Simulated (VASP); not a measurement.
Calculation: optB88-vdW, VASP's PBE PAW potentials (set 64) (plane waves; VASP 6.6.1).

VASP ran on this input.

**POSCAR**
```
PdIn
3.3724880
  1.0000000222   0.0000000000   0.0000000000
  0.0000000000   1.0000000222   0.0000000000
  0.0000000000   0.0000000000   1.0000000222
In Pd
1 1
Direct
  0.5000000000   0.5000000000   0.5000000000
  0.0000000000   0.0000000000   0.0000000000
```

KPOINTS:
```
Automatic
0
Gamma
  11 11 11
0 0 0
```

### INCAR
```
PARAM2 = 0.22
PREC = Accurate
PARAM1 = 0.1833333333
ALGO = Normal   ! blocked Davidson
LUSE_VDW = .TRUE.
ENCUT = 520
LASPH = .TRUE.
LCHARG = .FALSE.
LMAXMIX = 4   ! l cut-off of mixed one-centre charges
LWAVE = .FALSE.
SIGMA = 0.1
EDIFF = 1E-7   ! SCF stop (eV)
ISIF = 2   ! forces and stress, cell fixed
GGA = BO
NELM = 100
SYSTEM = PdIn
LREAL = .FALSE.   ! projection in real space or not
AGGAC = 0.0
ISMEAR = 1   ! Methfessel-Paxton
```

POTCAR, in this order: In_d Pd (PBE.64 set). Program: vasp_std.

What VASP printed:

File OUTCAR:
```
 ion  position               nearest neighbor table
   1  0.500  0.500  0.500-   2 2.92   2 2.92   2 2.92   2 2.92   2 2.92   2 2.92   2 2.92   2 2.92
  LATTYP: Found a simple cubic cell.
 ALAT       =     3.3724880750
 Subroutine PRICEL returns:
 Original cell was already a primitive cell.
 Subroutine GETGRP returns: Found 48 space group operations
The static configuration has the point symmetry O_h .
The dynamic configuration has the point symmetry O_h .
 Subroutine INISYM returns: Found 48 space group operations
 Subroutine IBZKPT returns following result:
 Found     56 irreducible k-points:

 Following reciprocal coordinates:
            Coordinates               Weight
  0.000000  0.000000  0.000000      1.000000
  0.090909  0.000000  0.000000      6.000000
  0.181818  0.000000  0.000000      6.000000
  0.272727  0.000000  0.000000      6.000000
  0.363636  0.000000  0.000000      6.000000
  0.454545  0.000000  0.000000      6.000000
  0.090909  0.090909  0.000000     12.000000
  0.181818  0.090909  0.000000     24.000000
  0.272727  0.090909  0.000000     24.000000
  0.363636  0.090909  0.000000     24.000000
...
```

File OSZICAR:
```
       N       E                     dE             d eps       ncg     rms          rms(c)
DAV:   1     0.170019627653E+03    0.17002E+03   -0.11454E+04  1680   0.193E+03
DAV:   2     0.514529944155E+01   -0.16487E+03   -0.16079E+03  1820   0.408E+02
DAV:   3    -0.243918232909E+01   -0.75845E+01   -0.75209E+01  2072   0.918E+01
DAV:   4    -0.259447835459E+01   -0.15530E+00   -0.15522E+00  2068   0.128E+01
DAV:   5    -0.260181563723E+01   -0.73373E-02   -0.73370E-02  2466   0.242E+00    0.460E+00
DAV:   6    -0.247036030883E+01    0.13146E+00   -0.27327E-01  2198   0.843E+00    0.218E+00
DAV:   7    -0.244411255455E+01    0.26248E-01   -0.54051E-02  2208   0.394E+00    0.867E-01
DAV:   8    -0.244030024619E+01    0.38123E-02   -0.13928E-02  1827   0.116E+00    0.319E-01
DAV:   9    -0.243967516004E+01    0.62509E-03   -0.16545E-03  2135   0.701E-01    0.598E-02
DAV:  10    -0.243967779623E+01   -0.26362E-05   -0.54447E-05  2164   0.125E-01    0.260E-02
DAV:  11    -0.243967900843E+01   -0.12122E-05   -0.59761E-06  2085   0.361E-02    0.673E-03
DAV:  12    -0.243967935569E+01   -0.34726E-06   -0.60187E-07  2219   0.110E-02    0.122E-03
DAV:  13    -0.243967920659E+01    0.14910E-06   -0.35780E-08   980   0.300E-03    0.292E-04
DAV:  14    -0.243967919101E+01    0.15581E-07   -0.70773E-09   966   0.112E-03
   1 F= -.24396792E+01 E0= -.24392224E+01  d E =-.137039E-02
```

File OUTCAR:
```
------------------------ aborting loop because EDIFF is reached ----------------------------------------
  FORCE on cell =-STRESS in cart. coord.  units (eV):
  Direction    XX          YY          ZZ          XY          YZ          ZX
  --------------------------------------------------------------------------------------
  Total       -1.3452735     -1.3452735     -1.3452735     -0.0000000      0.0000000     -0.0000000
  in kB      -56.1914078    -56.1914078    -56.1914078     -0.0000000      0.0000000     -0.0000000
  external PRESSURE =     -56.1914078 kB  Pullay stress =       0.0000000 kB
  volume of cell :       38.36
      direct lattice vectors                 reciprocal lattice vectors
     3.372488075  0.000000000  0.000000000     0.296516986  0.000000000  0.000000000
     0.000000000  3.372488075  0.000000000     0.000000000  0.296516986  0.000000000
     0.000000000  0.000000000  3.372488075     0.000000000  0.000000000  0.296516986
 POSITION                                       TOTAL-FORCE (eV/Angst)
 -----------------------------------------------------------------------------------
      1.68624      1.68624      1.68624         0.000000      0.000000      0.000000
      0.00000      0.00000      0.00000         0.000000      0.000000      0.000000
 -----------------------------------------------------------------------------------
    total drift:                                0.000000      0.000000      0.000000
  FREE ENERGIE OF THE ION-ELECTRON SYSTEM (eV)
  ---------------------------------------------------
  free  energy   TOTEN  =        -2.4396791910 eV

  energy  without entropy=       -2.4383088019  energy(sigma->0) =       -2.43922239
```
(Selected blocks of OUTCAR.)

The compound is PdIn in the CsCl type structure. This cell is one point of a volume scan, at 1.06 of the reference volume. The electron count is odd and the run is not spin-polarised, which forces a metal.
